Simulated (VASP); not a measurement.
# Be2Si (P1) in VASP: single point with r2SCAN

Aim: the single point of Be2Si with r2SCAN.

Everything below comes from runs of VASP 6.6.1. Logs are shortened: lines on timing, memory, paths and dates and some standing lists are left out, and cuts for length are marked.

### Step 1. The crystal as given

The typed cell holds 3 atoms: a = 3.818 Å, b = 3.785 Å, c = 3.763 Å, α = 60.77°, β = 59.71°, γ = 60.16°.

The cell was built by a generator and needn't be a form met in nature.

### Step 2. Single point, r2SCAN

Input file POSCAR:

```
Be2Si
1.0
   -0.0133825000      2.7053148500      2.6947941300
    2.6540671100     -0.0166478600      2.6980594900
    2.6333845300      2.6878986100      0.0040347300
Be Si
2 1
Direct
    0.2529100000      0.2462900000      0.2516380000
    0.7388990000      0.7475140000      0.7710830000
    0.0046960000      0.0000230000      0.0031700000
```

Input file INCAR.step1:

```
ALGO = Normal
EDIFF = 1E-4
ENCUT = 520
GGA = PE
ISMEAR = -5
LASPH = True
LCHARG = False
LREAL = False
LWAVE = True
NBANDS = 11
NELM = 100
PREC = Accurate
SIGMA = 0.1
```

Input file INCAR.step2:

```
ALGO = Normal
EDIFF = 1E-6
ENCUT = 520
ISIF = 2
ISMEAR = -1
ISTART = 1
LASPH = True
LCHARG = False
LMIXTAU = True
LORBIT = 11
LREAL = False
LWAVE = False
METAGGA = R2SCAN
NBANDS = 11
NELM = 100
PREC = Accurate
SIGMA = 0.1
```

Input file KPOINTS:

```
Automatic mesh
0
Gamma
  6 6 6
  0 0 0.5
```

Potentials or basis: VASP PAW PBE potentials, release 64 (Be, Si).

Command:

```sh
$ cat potpaw_PBE.64/Be/POTCAR potpaw_PBE.64/Si/POTCAR > POTCAR
$ cp INCAR.step1 INCAR
$ mpirun -np 1 vasp_std > vasp.out
$ cp INCAR.step2 INCAR
$ mpirun -np 1 vasp_std > vasp.out
```

OUTCAR:

```text
EDIFF = 1E-6
   ENCUT = 520
   ISIF = 2
   ISMEAR = -1
   ISTART = 1
   LASPH = True
   LORBIT = 11
   LREAL = False
   METAGGA = R2SCAN
   NELM = 100
   PREC = Accurate

 ion  position               nearest neighbor table
   1  0.253  0.246  0.252-   3 2.29   3 2.32   3 2.34   3 2.35
   2  0.739  0.748  0.771-   3 2.28   3 2.32   3 2.33   3 2.37
   3  0.005  0.000  0.003-   2 2.28   1 2.29   1 2.32   2 2.32   2 2.33   1 2.34   1 2.35   2 2.37

  LATTYP: Found a triclinic cell.
 ALAT       =     3.7629150003
 B/A-ratio  =     1.0147676405
 C/A-ratio  =     1.0144873334
 COS(alpha) =     0.0039161148
 COS(beta)  =     0.5015232023
 COS(gamma) =     0.5043795021

  Lattice vectors:

 A1 = (  -2.6333845300,  -2.6878986100,  -0.0040347300)
 A2 = (   0.0133825000,  -2.7053148500,  -2.6947941300)
 A3 = (   0.0206825800,  -2.7045464700,   2.6940247600)

Analysis of symmetry for initial positions (statically):
=====================================================================
 Subroutine PRICEL returns:
 Original cell was already a primitive cell.

 Routine SETGRP: Setting up the symmetry group for a
 triclinic supercell.

 Subroutine GETGRP returns: Found  1 space group operations
 (whereof  1 operations were pure point group operations)
 out of a pool of  2 trial point group operations.

The static configuration has the point symmetry C_1 .

Analysis of symmetry for dynamics (positions and initial velocities):
=====================================================================
 Subroutine PRICEL returns:
 Original cell was already a primitive cell.

 Routine SETGRP: Setting up the symmetry group for a
 triclinic supercell.

 Subroutine GETGRP returns: Found  1 space group operations
 (whereof  1 operations were pure point group operations)
 out of a pool of  2 trial point group operations.

The dynamic configuration has the point symmetry C_1 .

 Subroutine INISYM returns: Found  1 space group operations
 (whereof  1 operations are pure point group operations),
 and found     1 'primitive' translations

----------------------------------------------------------------------------------------

                                     Primitive cell

  volume of cell :      38.6319

  direct lattice vectors                    reciprocal lattice vectors
    -0.013382500  2.705314850  2.694794130    -0.187725330  0.183639120  0.185797542
     2.654067110 -0.016647860  2.698059490     0.187213852 -0.183695123  0.185342000
     2.633384530  2.687898610  0.004034730     0.190101230  0.186071092 -0.185853477

  length of vectors
     3.818484376  3.784689470  3.762915000     0.321690616  0.321161302  0.324503380

  position of ions in fractional coordinates (direct lattice)
     0.252910000  0.246290000  0.251638000
     0.738899000  0.747514000  0.771083000
     0.004696000  0.000023000  0.003170000

  ion indices of the primitive-cell ions
   primitive index   ion index
                 1           1
                 2           2
                 3           3

----------------------------------------------------------------------------------------

 KPOINTS: Automatic mesh

Automatic generation of k-mesh.
 Grid dimensions read from file:
 generate k-points for:    6    6    6

 Generating k-lattice:

  Cartesian coordinates                     Fractional coordinates (reciprocal lattice)
    -0.031287555  0.030606520  0.030966257     0.166666667  0.000000000  0.000000000
     0.031202309 -0.030615854  0.030890333    -0.000000000  0.166666667  0.000000000
     0.031683538  0.031011849 -0.030975579     0.000000000  0.000000000  0.166666667

  Length of vectors
     0.053615103  0.053526884  0.054083897

  Shift w.r.t. Gamma in fractional coordinates (k-lattice)
     0.000000000  0.000000000  0.500000000

 Subroutine IBZKPT returns following result:
 ===========================================

 Found    108 irreducible k-points:

 Following reciprocal coordinates:
            Coordinates               Weight
 -0.000000 -0.000000  0.083333      2.000000
  0.166667 -0.000000  0.083333      2.000000
  0.333333  0.000000  0.083333      2.000000
  0.500000  0.000000  0.083333      2.000000
 -0.333333  0.000000  0.083333      2.000000
 -0.166667  0.000000  0.083333      2.000000
[... 16 lines left out ...]
 -0.333333  0.500000  0.083333      2.000000
 -0.166667  0.500000  0.083333      2.000000
 [... further k-points ...]
   k-points           NKPTS =    108   k-points in BZ     NKDIM =    108   number of bands    NBANDS=     11
   number of dos      NEDOS =    301   number of ions     NIONS =      3
   total plane-waves  NPLWV =  21952
   dimension x,y,z NGX =    28 NGY =   28 NGZ =   28
   dimension x,y,z NGXF=    56 NGYF=   56 NGZF=   56
   ions per type =               2   1
   NGX,Y,Z   is equivalent  to a cutoff of  12.19, 12.30, 12.37 a.u.
   NGXF,Y,Z  is equivalent  to a cutoff of  24.38, 24.60, 24.74 a.u.
 SYSTEM =  unknown system
   PREC   = accura    normal or accurate (medium, high low for compatibility)
   ISTART =      1    job   : 0-new  1-cont  2-samecut
   ICHARG =      0    charge: 1-file 2-atom 10-const
   ISPIN  =      1    spin polarized calculation?
   LNONCOLLINEAR =      F non collinear calculations
   LSORBIT =      F    spin-orbit coupling
   LASPH  =      T    aspherical Exc in radial PAW
   ENCUT  =  520.0 eV  38.22 Ry    6.18 a.u.   7.10  7.04  7.00*2*pi/ulx,y,z
   NELM   =    100;   NELMIN=  2; NELMDL=  0     # of ELM steps
   EDIFF  = 0.1E-05   stopping-criterion for ELM
   LREAL  =      F    real-space projection
   EDIFFG = 0.1E-04   stopping-criterion for IOM
   NSW    =      0    number of steps for IOM
   IBRION =     -1    ionic relax: 0-MD 1-quasi-New 2-CG
   NFREE  =      0    steps in history (QN), initial steepest desc. (CG)
   ISIF   =      2    stress and relaxation
   ISYM   =      2    0-nonsym 1-usesym 2-fastsym
   POTIM  = 0.5000    time-step for ionic-motion
   TEBEG  =    0.0;   TEEND  =   0.0 temperature during run
   PSTRESS=    0.0 pullay stress
   NELECT =       8.0000    total number of electrons
   NUPDOWN=      -1.0000    fix difference up-down
   EMIN   =  10.00;   EMAX   =-10.00  energy-range for DOS
   EFERMI =   0.00;   METHOD = LEGACY
   ISMEAR =    -1;   SIGMA  =   0.10  broadening in eV -4-tet -1-fermi 0-gaus
   EFERMI_NEDOS =   21; number of points for ismear=-14 and -15
   IALGO  =     38    algorithm
   IMIX   =      4    mixing-type and parameters
     AMIX     =   0.40;   BMIX     =  1.00
     AMIX_MAG =   1.60;   BMIX_MAG =  1.00
  volume/ion in A,a.u.               =      12.88        86.90
  Fermi-wavevector in a.u.,A,eV,Ry     =   0.968552  1.830298 12.763532  0.938093
  Thomas-Fermi vector in A             =   2.098531
   LORBIT       =     11    0 simple, 1 ext, 2 COOP (PROOUT), +10 PAW based schemes
   METAGGA = R2SCAN    functional components
   LHFCALC =     F    Hartree Fock is set to
   AEXX    =    0.0000 exact exchange contribution
   IVDW    =     0    specifies the selected vdW correction
   LEPSILON=     F    determine dielectric tensor
   LRPA    =     F    only Hartree local field effects (RPA)
 non-spin polarized calculation
  energy-cutoff  :      520.00
  volume of cell :       38.63
 maximum number of plane-waves:      1050
   NGX = 15   NGY = 15   NGZ = 13

 number of electron       8.0000000 magnetization

 Free energy of the ion-electron system (eV)
  ---------------------------------------------------
  ext. energy  EPLUGINS =         0.00000000
  ---------------------------------------------------
  free energy    TOTEN  =       -16.67107610 eV

  energy without entropy =      -16.65494070  energy(sigma->0) =      -16.66300840

 E-fermi :   6.2270     XC(G=0): -10.2934

 val. band max:        6.1970466905   @ k =  -0.0000   0.3333   0.4167
 cond. band min:       6.2316428972   @ k =   0.0000   0.1667   0.0833
 fundamental gap:      0.0345962067
 Fermi energy:         6.2269647006

 k-point     1 :      -0.0000   -0.0000    0.0833
  band No.  band energies     occupation
      1      -6.0596      2.00000
      2       5.5133      1.99841
      3       6.1602      1.32214
      4       6.2736      0.77114
      5       7.5501      0.00000
      6       7.6108      0.00000
      7       8.2388      0.00000
      8      12.8364      0.00000
      9      13.3052      0.00000
     10      13.3949      0.00000
     11      14.0826      0.00000

 k-point     2 :       0.1667   -0.0000    0.0833
  band No.  band energies     occupation
      1      -5.8195      2.00000
      2       4.1625      2.00000
      3       5.0346      1.99999
      4       6.0926      1.58623
      5       7.2445      0.00008
      6       9.0044      0.00000
      7       9.2632      0.00000
      8      11.2017      0.00000
      9      13.7790      0.00000
     10      13.9249      0.00000
     11      14.3064      0.00000

 k-point     3 :       0.3333    0.0000    0.0833
  band No.  band energies     occupation
      1      -4.8778      2.00000
      2       1.0122      2.00000
      3       4.4283      2.00000
      4       5.0885      1.99998
      5       7.6871      0.00000
      6       9.1809      0.00000
      7       9.5802      0.00000
      8      12.0182      0.00000
      9      13.7601      0.00000
     10      14.3975      0.00000
     11      15.8544      0.00000
[... 267 lines left out ...]
 k-point    23 :      -0.3333    0.5000    0.0833
  band No.  band energies     occupation
      1      -2.7568      2.00000
      2      -0.0064      2.00000
      3       1.1910      2.00000
      4       2.3614      2.00000
      5       7.1847      0.00014
      6       8.5708      0.00000
      7      12.2071      0.00000
      8      14.5896      0.00000
      9      15.1399      0.00000
     10      17.2501      0.00000
     11      18.4692      0.00000

 k-point    24 :      -0.1667    0.5000    0.0833
  band No.  band energies     occupation
      1      -3.2713      2.00000
      2      -0.6340      2.00000
      3       2.2949      2.00000
      4       3.3866      2.00000
      5       7.9381      0.00000
      6       9.2931      0.00000
      7      12.0019      0.00000
      8      12.3385      0.00000
      9      14.5583      0.00000
     10      15.4092      0.00000
     11      17.8866      0.00000

 [... further k-points ...]

------------------------ aborting loop because EDIFF is reached ----------------------------------------

  FORCE on cell =-STRESS in cart. coord.  units (eV):
  Direction    XX          YY          ZZ          XY          YZ          ZX
  --------------------------------------------------------------------------------------
  -------------------------------------------------------------------------------------
  Total       -0.8367218     -1.0992923     -1.0966522      0.1345535      0.2776942      0.0061007
  in kB      -34.7013296    -45.5909071    -45.4814125      5.5803310     11.5167990      0.2530139
  external PRESSURE =     -41.9245497 kB  Pullay stress =       0.0000000 kB

 VOLUME and BASIS-vectors are now :
 -----------------------------------------------------------------------------
  energy-cutoff  :      520.00
  volume of cell :       38.63
      direct lattice vectors                 reciprocal lattice vectors
    -0.013382500  2.705314850  2.694794130    -0.187725330  0.183639120  0.185797542
     2.654067110 -0.016647860  2.698059490     0.187213852 -0.183695123  0.185342000
     2.633384530  2.687898610  0.004034730     0.190101230  0.186071092 -0.185853477

 POSITION                                       TOTAL-FORCE (eV/Angst)
 -----------------------------------------------------------------------------------
      1.31295      1.35648      1.34706         0.060200      0.045294      0.077393
      4.00462      4.05910      4.01113        -0.149313     -0.004926      0.143045
      0.00835      0.02122      0.01273         0.089113     -0.040368     -0.220437
 -----------------------------------------------------------------------------------
    total drift:                               -0.000015      0.000066      0.000057

  FREE ENERGIE OF THE ION-ELECTRON SYSTEM (eV)
  ---------------------------------------------------
  free  energy   TOTEN  =       -16.6710760965 eV

  energy  without entropy=      -16.6549407043  energy(sigma->0) =      -16.66300840

 total charge

# of ion       s       p       d       tot
------------------------------------------
    1        0.368   0.567   0.000   0.936
    2        0.368   0.567   0.000   0.935
    3        0.724   1.062   0.000   1.785
--------------------------------------------------
tot          1.460   2.195   0.000   3.656
```

Run time: 54 s. Hardware: 1 thread of Intel Xeon 6975P-C (Granite Rapids), shared host; peak memory 0.18 GiB.

What came out:

```
Free energy                                           : -16.6711 eV
Pressure                                              : -4.2 GPa
Largest force                                         : 0.241 eV/Å
Band gap on the k mesh                                : none (metal or under the smearing width)
Valence electrons inside the program's atomic spheres : Be 0.94; Si 1.78
```

Forces on the atoms (eV/Å):
```
Be   0.060  0.045  0.077
Be  -0.149 -0.005  0.143
Si   0.089 -0.040 -0.220
```

Stress tensor (GPa, compression positive):
```
-3.47  0.56  0.03
 0.56 -4.56  1.15
 0.03  1.15 -4.55
```

Levels at points of the mesh, in eV from the Fermi level:
```
           k point  band 1  band 2  band 3  band 4  band 5  band 6  band 7  band 8
(0.00, 0.00, 0.08)  -12.29   -0.71   -0.07    0.05    1.32    1.38    2.01    6.61
```

Caveat: the PAW data sets were made with another functional, which shifts forces and pressure a little.
